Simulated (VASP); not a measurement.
All values below come from LDA (Ceperley-Alder, Perdew-Zunger), VASP's LDA PAW potentials (set 64) (plane waves; VASP 6.6.1).

VASP ran on this input.

### POSCAR
```
Ca3PbO
1
    4.8459300000     0.0000000000     0.0000000000
    0.0000000000     4.8459300000     0.0000000000
    0.0000000000     0.0000000000     4.8459300000
Ca Pb O
3 1 1
Direct
  0.5000000000   0.0000000000   0.5000000000
  0.0000000000   0.5000000000   0.5000000000
  0.5000000000   0.5000000000   0.0000000000
  0.0000000000   0.0000000000   0.0000000000
  0.5000000000   0.5000000000   0.5000000000
```

**INCAR**
```
# general
SYSTEM  = Ca3PbO
PREC    = Accurate
ENCUT   = 400   # plane-wave cut-off (eV)
LREAL   = .FALSE.   # projection in real space or not
LASPH   = .TRUE.   # aspherical one-centre terms

# electronic loop
EDIFF   = 1E-6   # SCF stop (eV)
NELM    = 100
ALGO    = Normal
LMAXMIX = 4   # l cut-off of mixed one-centre charges

# smearing
ISMEAR  = 0
SIGMA   = 0.1   # width (eV)

# ions
ISIF    = 2   # forces and stress, cell fixed

# output
LWAVE   = .FALSE.
LCHARG  = .FALSE.
```

KPOINTS:
```
Automatic mesh
0
Gamma
6 6 6
0 0 0
```

POTCAR, in this order: Ca_sv Pb_d O (LDA.64 set). Program: vasp_std.

Output

### OUTCAR
```
 ion  position               nearest neighbor table
   1  0.500  0.000  0.500-   5 2.42   5 2.42   4 3.43   4 3.43   4 3.43   4 3.43
   2  0.000  0.500  0.500-   5 2.42   5 2.42   4 3.43   4 3.43   4 3.43   4 3.43
   3  0.500  0.500  0.000-   5 2.42   5 2.42   4 3.43   4 3.43   4 3.43   4 3.43
   4  0.000  0.000  0.000-   1 3.43   2 3.43   3 3.43   1 3.43   2 3.43   2 3.43   3 3.43   2 3.43
                             1 3.43   3 3.43   1 3.43   3 3.43
   5  0.500  0.500  0.500-   1 2.42   2 2.42   3 2.42   3 2.42   1 2.42   2 2.42
  LATTYP: Found a simple cubic cell.
 ALAT       =     4.8459300000
 Subroutine PRICEL returns:
 Original cell was already a primitive cell.
 Subroutine GETGRP returns: Found 48 space group operations
The static configuration has the point symmetry O_h .
The dynamic configuration has the point symmetry O_h .
 Subroutine INISYM returns: Found 48 space group operations
 Subroutine IBZKPT returns following result:
 Found     20 irreducible k-points:

 Following reciprocal coordinates:
            Coordinates               Weight
  0.000000  0.000000  0.000000      1.000000
  0.166667  0.000000  0.000000      6.000000
  0.333333  0.000000  0.000000      6.000000
  0.500000  0.000000  0.000000      3.000000
  0.166667  0.166667  0.000000     12.000000
  0.333333  0.166667  0.000000     24.000000
  0.500000  0.166667  0.000000     12.000000
  0.333333  0.333333  0.000000     12.000000
  0.500000  0.333333  0.000000     12.000000
  0.500000  0.500000  0.000000      3.000000
  0.166667  0.166667  0.166667      8.000000
  0.333333  0.166667  0.166667     24.000000
  0.500000  0.166667  0.166667     12.000000
  0.333333  0.333333  0.166667     24.000000
  0.500000  0.333333  0.166667     24.000000
  0.500000  0.500000  0.166667      6.000000
  0.333333  0.333333  0.333333      8.000000
  0.500000  0.333333  0.333333     12.000000
  0.500000  0.500000  0.333333      6.000000
  0.500000  0.500000  0.500000      1.000000
...
```

OSZICAR:
```
       N       E                     dE             d eps       ncg     rms          rms(c)
DAV:   1     0.532881070412E+03    0.53288E+03   -0.21786E+04  1200   0.144E+03
DAV:   2     0.264575489711E+02   -0.50642E+03   -0.49492E+03  1242   0.462E+02
DAV:   3    -0.241720488698E+02   -0.50630E+02   -0.49864E+02  1914   0.139E+02
DAV:   4    -0.271548157440E+02   -0.29828E+01   -0.29663E+01  1810   0.295E+01
DAV:   5    -0.273795423462E+02   -0.22473E+00   -0.22458E+00  2014   0.695E+00    0.999E+00
DAV:   6    -0.252925829723E+02    0.20870E+01   -0.13957E+01  1666   0.168E+01    0.488E+00
DAV:   7    -0.252092687324E+02    0.83314E-01   -0.14710E+00  1526   0.597E+00    0.260E+00
DAV:   8    -0.251486670569E+02    0.60602E-01   -0.22862E-01  1492   0.321E+00    0.574E-01
DAV:   9    -0.251435680166E+02    0.50990E-02   -0.63184E-02  1888   0.108E+00    0.203E-01
DAV:  10    -0.251439226617E+02   -0.35465E-03   -0.10392E-02  1602   0.449E-01    0.607E-02
DAV:  11    -0.251442985615E+02   -0.37590E-03   -0.25192E-03  1554   0.205E-01    0.124E-01
DAV:  12    -0.251439829727E+02    0.31559E-03   -0.18295E-03  1502   0.154E-01    0.777E-03
DAV:  13    -0.251439934991E+02   -0.10526E-04   -0.10448E-04  1674   0.469E-02    0.298E-03
DAV:  14    -0.251439937043E+02   -0.20516E-06   -0.41731E-06  1374   0.875E-03
   1 F= -.25143994E+02 E0= -.25143308E+02  d E =-.137213E-02
```

OUTCAR:
```
------------------------ aborting loop because EDIFF is reached ----------------------------------------
  FORCE on cell =-STRESS in cart. coord.  units (eV):
  Direction    XX          YY          ZZ          XY          YZ          ZX
  --------------------------------------------------------------------------------------
  Total       -3.3192006     -3.3192006     -3.3192006     -0.0000000     -0.0000000      0.0000000
  in kB      -46.7318180    -46.7318180    -46.7318180     -0.0000000     -0.0000000      0.0000000
  external PRESSURE =     -46.7318180 kB  Pullay stress =       0.0000000 kB
  volume of cell :      113.80
      direct lattice vectors                 reciprocal lattice vectors
     4.845930000  0.000000000  0.000000000     0.206358738  0.000000000  0.000000000
     0.000000000  4.845930000  0.000000000     0.000000000  0.206358738  0.000000000
     0.000000000  0.000000000  4.845930000     0.000000000  0.000000000  0.206358738
 POSITION                                       TOTAL-FORCE (eV/Angst)
 -----------------------------------------------------------------------------------
      2.42297      0.00000      2.42297         0.000000      0.000000      0.000000
      0.00000      2.42297      2.42297         0.000000      0.000000      0.000000
      2.42297      2.42297      0.00000         0.000000      0.000000      0.000000
      0.00000      0.00000      0.00000         0.000000      0.000000      0.000000
      2.42297      2.42297      2.42297         0.000000      0.000000      0.000000
 -----------------------------------------------------------------------------------
    total drift:                                0.000000     -0.000000     -0.000000
  FREE ENERGIE OF THE ION-ELECTRON SYSTEM (eV)
  ---------------------------------------------------
  free  energy   TOTEN  =       -25.1439937043 eV

  energy  without entropy=      -25.1426215710  energy(sigma->0) =      -25.14330764
```
(Selected blocks of OUTCAR.)

At this cut-off the stress carries a Pulay error, which pulls relaxed volumes low.

The structure comes from a computed database's Ca3PbO entry (Pm-3m); how it stands against other phases isn't given here. The cell was not relaxed at this level.
